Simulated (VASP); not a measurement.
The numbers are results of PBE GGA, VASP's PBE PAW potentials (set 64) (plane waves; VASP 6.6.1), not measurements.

The input files of a VASP run:

### INCAR
```
# general
SYSTEM  = CrO2
PREC    = Accurate
ENCUT   = 620
LREAL   = F   # projection in real space or not
LASPH   = T   # aspherical one-centre terms

# electronic loop
EDIFF   = 1E-6   # SCF stop (eV)
NELM    = 100   # most electronic steps
ALGO    = Normal
LMAXMIX = 4

# smearing
ISMEAR  = 1
SIGMA   = 0.1

# functional
GGA     = PE

# spin
ISPIN   = 2
MAGMOM  = 2*2.1 4*-0.1

# ions
IBRION  = 2
NSW     = 40   # most ionic steps
ISIF    = 3   # ions, shape and volume
EDIFFG  = -0.02   # ionic stop
PSTRESS = 200   # kbar

# output
LWAVE   = F
LCHARG  = F
LORBIT  = 10
```

**POSCAR**
```
CrO2
1
    4.3784803534     0.0000000000     0.0000000000
    0.0000000000     4.3784803534     0.0000000000
    0.0000000000     0.0000000000     2.8959873791
Cr O
2 4
Direct
  0.0000000000   0.0000000000   0.0000000000
  0.5000000000   0.5000000000   0.5000000000
  0.3025892061   0.3025892061   0.0000000000
  0.8025892061   0.1974107939   0.5000000000
  0.1974107939   0.8025892061   0.5000000000
  0.6974107939   0.6974107939   0.0000000000
```

File KPOINTS:
```
Automatic
0
G
 7 7 11
```

POTCAR, in this order: Cr_pv O (PBE.64 set). Program: vasp_std.

Energy and stress use the plane-wave basis of the starting cell.

What does the run give for the energy per atom (σ→0), cell moment, volume per atom, band gap (on the k-mesh)?

* **energy per atom (σ→0)**: -8.353 eV/atom
* **cell moment**: 4.00 μB
* **band gap (on the k-mesh)**: none (metal, semimetal or under 0.01 eV)
* **volume per atom**: 8.95 Å³/atom

**OSZICAR**
```
...
   5 F= -.43416274E+02 E0= -.43416190E+02  d E =-.134576E-02  mag=     4.0000
       N       E                     dE             d eps       ncg     rms          rms(c)
DAV:   1    -0.501198182598E+02   -0.60469E-03   -0.57757E-03  7212   0.549E-01    0.559E-02
DAV:   2    -0.501198032660E+02    0.14994E-04   -0.22345E-04  8676   0.140E-01    0.440E-02
DAV:   3    -0.501197944651E+02    0.88009E-05   -0.37516E-05  9334   0.651E-02    0.245E-02
DAV:   4    -0.501197895700E+02    0.48951E-05   -0.19935E-05  9362   0.375E-02    0.192E-02
DAV:   5    -0.501197895544E+02    0.15509E-07   -0.20208E-06  5698   0.120E-02
   6 F= -.43416290E+02 E0= -.43416197E+02  d E =-.136113E-02  mag=     4.0000
```

The compound is CrO2 in the rutile structure. This run relaxes it under an external pressure of 20 GPa. Symmetry was kept, so distortions that lower it aren't found.
